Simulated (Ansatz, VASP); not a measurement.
# PbO2 in two plane-wave programs, part 2 of 2

Aim: how closely do two programs agree when they are given the same cell, functional and k mesh? The cell is taken from a series of runs on this material, whose earlier steps may have relaxed, scaled, displaced or heated it; both programs get it as it stands.

VASP 6.6.1 and Ansatz 0.2.0.

So far: The structure; Ansatz: zone-centre phonons, PBEsol; VASP: zone-centre phonons, PBEsol.

## (3) VASP: zone-centre phonons, PBEsol (continued)

Level of this step: PBEsol; plane waves and PAW (Pb_d, O) (VASP).

Numbers of over 12 decimals in the logs are rounded to 6 here.

From OUTCAR (step 3):

```text
ion  position               nearest neighbor table
   1  0.500  0.500  0.500-   5 2.15   6 2.15   6 2.15   5 2.15   4 2.55   3 2.55   3 2.55   4 2.55
                             2 3.85   2 3.85   2 3.85   2 3.85   2 3.85   2 3.85   2 3.85   2 3.85
   2  0.000  0.000  0.000-   3 2.15   4 2.15   3 2.15   4 2.15   5 2.55   5 2.55   6 2.55   6 2.55
                             1 3.85   1 3.85   1 3.85   1 3.85   1 3.85   1 3.85   1 3.85   1 3.85
   3  0.000  0.500  0.809-   2 2.15   2 2.15   1 2.55   1 2.55
   4  0.500  0.000  0.191-   2 2.15   2 2.15   1 2.55   1 2.55
   5  0.000  0.500  0.309-   1 2.15   1 2.15   2 2.55   2 2.55
   6  0.500  0.000  0.691-   1 2.15   1 2.15   2 2.55   2 2.55

  LATTYP: Found a simple tetragonal cell.
 ALAT       =     3.7302613822
 C/A-ratio  =     1.5033045039

 Subroutine GETGRP returns: Found 16 space group operations
 (whereof  8 operations were pure point group operations)

The static configuration has the point symmetry D_2d.
 The point group associated with its full space group is D_4h.

 Found     84 irreducible k-points:

   k-points           NKPTS =     84   k-points in BZ     NKDIM =     84   number of bands    NBANDS=     32

   dimension x,y,z NGX =    30 NGY =   30 NGZ =   48
   dimension x,y,z NGXF=    60 NGYF=   60 NGZF=   96

   ENCUT  =  600.0 eV  44.10 Ry    6.64 a.u.   7.45  7.45 11.20*2*pi/ulx,y,z

   NELECT =      52.0000    total number of electrons

 k-points in reciprocal lattice and weights: Automatic mesh
   0.00000000  0.00000000  0.00000000       0.002
   0.10000000  0.00000000  0.00000000       0.007
   0.20000000  0.00000000  0.00000000       0.007
   0.30000000  0.00000000  0.00000000       0.007
   0.40000000  0.00000000  0.00000000       0.007
   0.50000000  0.00000000  0.00000000       0.003
   0.10000000  0.10000000  0.00000000       0.007
   0.20000000  0.10000000  0.00000000       0.013
   0.30000000  0.10000000  0.00000000       0.013
[...]
-----------------------------------------------------------------------------------
    total drift:                                0.000000      0.000000      0.000000

 Eigenvectors and eigenvalues of the dynamical matrix
 ----------------------------------------------------

   1 f  =   17.575021 THz   110.427116 2PiTHz  586.239612 cm-1    72.684416 meV
             X         Y         Z           dx          dy          dz
      1.865131  1.865131  2.803859     0.000802   -0.104314   -0.000000
      0.000000  0.000000  0.000000    -0.000802    0.104314    0.000000
      0.000000  1.865131  4.537268    -0.000329   -0.698040    0.000000
      1.865131  0.000000  1.070450     0.005364    0.042764   -0.000000
      0.000000  1.865131  1.733409    -0.005364   -0.042764   -0.000000
      1.865131  0.000000  3.874310     0.000329    0.698040    0.000000

   2 f  =   17.575021 THz   110.427116 2PiTHz  586.239612 cm-1    72.684416 meV
             X         Y         Z           dx          dy          dz
      1.865131  1.865131  2.803859     0.104314    0.000802    0.000000
      0.000000  0.000000  0.000000    -0.104314   -0.000802   -0.000000
      0.000000  1.865131  4.537268    -0.042764    0.005364   -0.000000
      1.865131  0.000000  1.070450     0.698040   -0.000329   -0.000000
      0.000000  1.865131  1.733409    -0.698040    0.000329   -0.000000
      1.865131  0.000000  3.874310     0.042764   -0.005364    0.000000

   3 f  =   14.478852 THz    90.973308 2PiTHz  482.962506 cm-1    59.879692 meV
             X         Y         Z           dx          dy          dz
      1.865131  1.865131  2.803859    -0.000000   -0.000000   -0.000000
      0.000000  0.000000  0.000000     0.000000   -0.000000   -0.000000
      0.000000  1.865131  4.537268    -0.000000    0.000000    0.500000
      1.865131  0.000000  1.070450    -0.000000   -0.000000   -0.500000
      0.000000  1.865131  1.733409     0.000000   -0.000000   -0.500000
      1.865131  0.000000  3.874310     0.000000    0.000000    0.500000

   4 f  =   13.995169 THz    87.934239 2PiTHz  466.828581 cm-1    57.879341 meV
             X         Y         Z           dx          dy          dz
      1.865131  1.865131  2.803859     0.000000   -0.000000   -0.150463
      0.000000  0.000000  0.000000    -0.000000   -0.000000    0.150463
      0.000000  1.865131  4.537268     0.000000    0.000000   -0.488549
      1.865131  0.000000  1.070450     0.000000   -0.000000   -0.488549
      0.000000  1.865131  1.733409    -0.000000    0.000000    0.488549
      1.865131  0.000000  3.874310    -0.000000    0.000000    0.488549

   5 f  =   13.491527 THz    84.769767 2PiTHz  450.028914 cm-1    55.796449 meV
             X         Y         Z           dx          dy          dz
      1.865131  1.865131  2.803859    -0.001286   -0.185726    0.000000
      0.000000  0.000000  0.000000    -0.001286   -0.185726   -0.000000
      0.000000  1.865131  4.537268    -0.000096    0.682120    0.000000
      1.865131  0.000000  1.070450     0.004722   -0.013935    0.000000
      0.000000  1.865131  1.733409     0.004722   -0.013935   -0.000000
      1.865131  0.000000  3.874310    -0.000096    0.682120   -0.000000

   6 f  =   13.491527 THz    84.769767 2PiTHz  450.028914 cm-1    55.796449 meV
             X         Y         Z           dx          dy          dz
      1.865131  1.865131  2.803859    -0.185726    0.001286    0.000000
      0.000000  0.000000  0.000000    -0.185726    0.001286   -0.000000
      0.000000  1.865131  4.537268    -0.013935   -0.004722   -0.000000
      1.865131  0.000000  1.070450     0.682120    0.000096   -0.000000
      0.000000  1.865131  1.733409     0.682120    0.000096   -0.000000
      1.865131  0.000000  3.874310    -0.013935   -0.004722    0.000000

   7 f  =    9.289942 THz    58.370430 2PiTHz  309.879123 cm-1    38.420097 meV
             X         Y         Z           dx          dy          dz
      1.865131  1.865131  2.803859     0.000000   -0.000000    0.000000
      0.000000  0.000000  0.000000     0.000000   -0.000000    0.000000
      0.000000  1.865131  4.537268     0.000000    0.000000   -0.500000
      1.865131  0.000000  1.070450    -0.000000    0.000000    0.500000
      0.000000  1.865131  1.733409    -0.000000   -0.000000   -0.500000
      1.865131  0.000000  3.874310    -0.000000   -0.000000    0.500000

   8 f  =    9.221972 THz    57.943359 2PiTHz  307.611876 cm-1    38.138995 meV
             X         Y         Z           dx          dy          dz
      1.865131  1.865131  2.803859    -0.000903    0.010902    0.000000
      0.000000  0.000000  0.000000     0.000903   -0.010902    0.000000
      0.000000  1.865131  4.537268    -0.058290    0.041462    0.000000
      1.865131  0.000000  1.070450    -0.003436    0.703386   -0.000000
      0.000000  1.865131  1.733409     0.003436   -0.703386    0.000000
      1.865131  0.000000  3.874310     0.058290   -0.041462   -0.000000

   9 f  =    9.221972 THz    57.943359 2PiTHz  307.611876 cm-1    38.138995 meV
             X         Y         Z           dx          dy          dz
      1.865131  1.865131  2.803859     0.010902    0.000903   -0.000000
      0.000000  0.000000  0.000000    -0.010902   -0.000903    0.000000
      0.000000  1.865131  4.537268     0.703386    0.003436    0.000000
      1.865131  0.000000  1.070450     0.041462    0.058290   -0.000000
      0.000000  1.865131  1.733409    -0.041462   -0.058290    0.000000
      1.865131  0.000000  3.874310    -0.703386   -0.003436   -0.000000

  10 f  =    7.694091 THz    48.343399 2PiTHz  256.647247 cm-1    31.820189 meV
             X         Y         Z           dx          dy          dz
      1.865131  1.865131  2.803859     0.000000    0.000000    0.258691
      0.000000  0.000000  0.000000     0.000000    0.000000    0.258691
      0.000000  1.865131  4.537268     0.000000   -0.000000   -0.465338
      1.865131  0.000000  1.070450    -0.000000   -0.000000   -0.465338
      0.000000  1.865131  1.733409    -0.000000    0.000000   -0.465338
      1.865131  0.000000  3.874310    -0.000000   -0.000000   -0.465338

  11 f  =    4.334511 THz    27.234536 2PiTHz  144.583727 cm-1    17.926089 meV
             X         Y         Z           dx          dy          dz
      1.865131  1.865131  2.803859    -0.000000    0.000000   -0.690913
      0.000000  0.000000  0.000000    -0.000000    0.000000    0.690913
      0.000000  1.865131  4.537268    -0.000000    0.000000    0.106393
      1.865131  0.000000  1.070450     0.000000   -0.000000    0.106393
      0.000000  1.865131  1.733409     0.000000   -0.000000   -0.106393
      1.865131  0.000000  3.874310    -0.000000   -0.000000   -0.106393

  12 f  =    2.646887 THz    16.630879 2PiTHz   88.290635 cm-1    10.946639 meV
             X         Y         Z           dx          dy          dz
      1.865131  1.865131  2.803859    -0.584802    0.383412    0.000000
      0.000000  0.000000  0.000000     0.584802   -0.383412   -0.000000
      0.000000  1.865131  4.537268     0.003899   -0.057453    0.000000
      1.865131  0.000000  1.070450     0.087631   -0.002556    0.000000
      0.000000  1.865131  1.733409    -0.087631    0.002556    0.000000
      1.865131  0.000000  3.874310    -0.003899    0.057453    0.000000

  13 f  =    2.646887 THz    16.630879 2PiTHz   88.290635 cm-1    10.946639 meV
             X         Y         Z           dx          dy          dz
      1.865131  1.865131  2.803859    -0.383412   -0.584802    0.000000
      0.000000  0.000000  0.000000     0.383412    0.584802    0.000000
      0.000000  1.865131  4.537268     0.002556    0.087631    0.000000
      1.865131  0.000000  1.070450     0.057453    0.003899   -0.000000
      0.000000  1.865131  1.733409    -0.057453   -0.003899    0.000000
      1.865131  0.000000  3.874310    -0.002556   -0.087631   -0.000000
    [... 43 further lines ...]
      0.000000  1.865131  1.733409     0.169321   -0.069208   -0.000000
      1.865131  0.000000  3.874310     0.169315   -0.069210   -0.000000

 ELASTIC MODULI CONTR FROM IONIC RELAXATION (kBar)
 Direction    XX          YY          ZZ          XY          YZ          ZX
 --------------------------------------------------------------------------------
 XX        -682.5019    586.2357   -175.3437      0.0000     -0.0000     -0.0000
 YY         586.2357   -682.5019   -175.3437      0.0000      0.0000     -0.0000
 ZZ        -175.3437   -175.3437   -638.7579      0.0000     -0.0000     -0.0000
 XY           0.0000      0.0000      0.0000      0.0000      0.0000      0.0000
 YZ          -0.0000      0.0000     -0.0000      0.0000   -572.8424     -0.0000
 ZX          -0.0000     -0.0000     -0.0000      0.0000     -0.0000   -690.2710
 --------------------------------------------------------------------------------
```

## (4) Differences

Known differences besides the potentials themselves: the cutoff is 420 eV in Ansatz and 600 eV in VASP; Ansatz makes its cores anew for this functional, VASP keeps those of its PBE data sets. Total energies have different zeros and are not compared.

The two programs side by side:

| quantity | Ansatz | VASP | difference |
| --- | --- | --- | --- |
| optical mode 1 to 2 (cm⁻¹) | 47.4 | 43.0 | +4.4 |
| optical mode 3 to 4 (cm⁻¹) | 87.7 | 88.3 | -0.71 % |
| optical mode 5 (cm⁻¹) | 144.4 | 144.6 | -0.12 % |
| optical mode 6 (cm⁻¹) | 254.7 | 256.6 | -0.78 % |
| optical mode 7 to 8 (cm⁻¹) | 307.5 | 307.6 | -0.04 % |
| optical mode 9 (cm⁻¹) | 309.5 | 309.9 | -0.11 % |
| optical mode 10 to 11 (cm⁻¹) | 446.4 | 450.0 | -0.80 % |
| optical mode 12 (cm⁻¹) | 466.7 | 466.8 | -0.03 % |
| optical mode 13 (cm⁻¹) | 482.8 | 483.0 | -0.04 % |
| optical mode 14 to 15 (cm⁻¹) | 583.2 | 586.2 | -0.52 % |

Modes are paired by rising frequency, not by their patterns, so a pair may set unlike modes beside each other; they are those without the splitting of longitudinal modes.

## (5) Summary of results

| Property | Result |
| --- | --- |
| r.m.s. difference of the optical zone-centre modes, each program's sorted by frequency (zone-centre phonons, PBEsol) | 2.4 cm⁻¹ |
| difference in optical mode 10 to 11 (zone-centre phonons, PBEsol) | -0.8 % |

The r.m.s. difference of the optical zone-centre modes, each program's sorted by frequency is 2.4 cm⁻¹ (zone-centre phonons, PBEsol). Among the rows given in per cent, the largest difference of the zone-centre phonons, PBEsol pair is in optical mode 10 to 11, -0.8 %. How closely two codes agree says nothing of how well the functional describes the real material.

[Lines on the potential files, build, host, timing and source positions are cut from VASP's logs without a mark.]

[Logs are printed without paths, hosts, clocks, repeated set-up lines and the standing remarks that a program may print on its own settings, such as how far it seeks lower states.]

[Hosts, paths, dates, database ids (printed as entryN), source tags and the programs' standing remarks are cut or masked in the printed files.]
